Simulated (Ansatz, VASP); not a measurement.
Zr2BiN2: VASP beside Ansatz

```
Zr Bi N
1.0
     4.09268    0.00000    0.00000
     0.00000    4.09268    0.00000
     0.00000    0.00000    5.61936
Zr Bi N
2 1 2
Direct
  0.50000 0.00000 0.50000
  0.00000 0.50000 0.50000
  0.00000 0.00000 0.00000
  0.50000 0.50000 0.80279
  0.50000 0.50000 0.19721
```

Change from the starting cell: species swapped into the CeMg2Si2 type (P4/mmm, No. 123).

Alike in both runs: task single point; functional PBE; k mesh 4 × 4 × 4; occupations gaussian, width 0.1 eV; no spin polarisation.

|  | VASP | Ansatz |
| --- | --- | --- |
| version | VASP 6.6.1 | Ansatz 0.2.0 |
| potentials or method | VASP PAW PBE potentials, release 64 (Zr_sv, Bi_d, N) | scalar-relativistic, plane waves, PAW |
| plane-wave cutoff (eV) | 520 | 420 |
| valence electrons in the cell | 49 | 49 |

```csv
,VASP,Ansatz,Ansatz less VASP
gap on the k mesh at the Fermi level (eV),none,none,-
pressure (GPa),-14.4,-14.3,+0.01
largest component of the traceless stress (GPa),5.05,5.00,-0.050
rms of the force components (eV/Å),1.117,1.120,+0.0033
```

Atom by atom the forces differ by 0.003 eV/Å (rms over components). A gap of «none» marks a metal or a gap that the smearing closes.

Caveats: the k mesh is coarse (spacing up to 0.38 Å⁻¹), so the values aren't converged; spin-orbit coupling is left out, which moves the levels of the heavy elements; forces of over 1 eV/Å show positions far from the minimum, so gaps and moduli don't describe the material at rest.
